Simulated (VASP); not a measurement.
BaZrO3, 5 atoms in the cell. It takes space group Pm-3m (No. 221, cubic). The conventional cell has a = 4.189 Å, b = 4.189 Å, c = 4.189 Å, α = 90.00°, β = 90.00°, γ = 90.00°. Ba (site symmetry m-3m) is surrounded by 12 O at 2.96 Å. Zr (site symmetry m-3m) is surrounded by 6 O at 2.09 Å. O (site symmetry 4/mmm) has 2 Zr at 2.09 Å as nearest neighbours. The cell was built by a generator and needn't be a form met in nature.

* Program: VASP 6.6.1
* Task: band structure
* Functional: PBEsol
* Potentials or basis: VASP PAW PBE potentials, release 64 (Ba_sv, Zr_sv, O)
* Cutoff: 520 eV
* k mesh: 6 × 6 × 6
* Occupations: gaussian, width 0.02 eV
* Spin: no spin polarisation
* Further INCAR settings: ALGO = Normal; EDIFF = 1e-07; NBANDS = 28

Potentials or basis: VASP PAW PBE potentials, release 64 (Ba_sv, Zr_sv, O).

The run is started by

```bash
$ cat potpaw_PBE.64/Ba_sv/POTCAR potpaw_PBE.64/Zr_sv/POTCAR potpaw_PBE.64/O/POTCAR > POTCAR
$ cp INCAR.step1 INCAR
$ cp KPOINTS.step1 KPOINTS
$ mpirun -np 2 vasp_std > vasp.out
$ cp INCAR.step2 INCAR
$ cp KPOINTS.step2 KPOINTS
$ mpirun -np 2 vasp_std > vasp.out
```

Hardware: 2 MPI ranks on Intel(R) Xeon(R) Platinum 8259CL CPU @ 2.50GHz (Skylake/Cascade Lake), with other jobs on the host.

Question: How long does it take, and how much memory?

Answer: Wall time 57 s on 2 MPI ranks on Intel(R) Xeon(R) Platinum 8259CL CPU @ 2.50GHz (Skylake/Cascade Lake), on a shared host, peak memory 0.29 GiB a rank. Counts: scf iterations 8, k points 90.
